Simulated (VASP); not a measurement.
Data:

```
WC
1.0
    1.45106    -2.51331     0.00000
    1.45106     2.51331     0.00000
    0.00000     0.00000     2.82912
W C
1 1
Cartesian
  0.00000   0.00000   0.00000
  1.45106   0.83777   1.41456
```

Method: PBEsol GGA, VASP's PBE PAW potentials (set 64) (plane waves; VASP 6.6.1). Run with 600 eV cut-off, 14×14×12 Γ-centred mesh, first-order Methfessel-Paxton smearing of 0.10 eV, potentials W_sv C.

Energy and stress use the plane-wave basis of the starting cell.

**Question.** The ions, cell shape and volume at an external pressure of 20.0 GPa are relaxed. Give the cell that the relaxation ends in.

**Answer.** 
```
WC
1.0
    1.42733    -2.47221     0.00000
    1.42733     2.47221     0.00000
    0.00000     0.00000     2.79617
W C
1 1
Cartesian
  0.00000   0.00000   0.00000
  1.42733   0.82407   1.39808
```
Space group P-6m2 (187), at a tolerance of 0.03 Å.

**Question.** How do energy and volume change from the first to the last step?

**Answer.** The energy (σ→0) changes by +27.1 meV/atom and the volume by -4.4 %, in 10 ionic steps.

```tsv
step	E(σ→0) (eV)	max force (eV/Å)	pressure (GPa)	volume (Å³)
1	-23.9006	0.000	0.06	20.64
2	-22.7851	0.000	117.06	17.03
3	-23.8532	0.000	18.69	19.79
4	-23.8477	0.000	19.82	19.75
5	-23.8455	0.000	20.26	19.73
6	-23.8436	0.000	20.25	19.72
7	-23.8453	0.000	20.25	19.72
8	-23.8452	0.000	20.25	19.72
9	-23.8493	0.000	19.43	19.76
10	-23.8465	0.000	20.00	19.73
```

The compound is WC in the wc structure. This run relaxes it under an external pressure of 20 GPa. Symmetry was kept, so distortions that lower it aren't found.
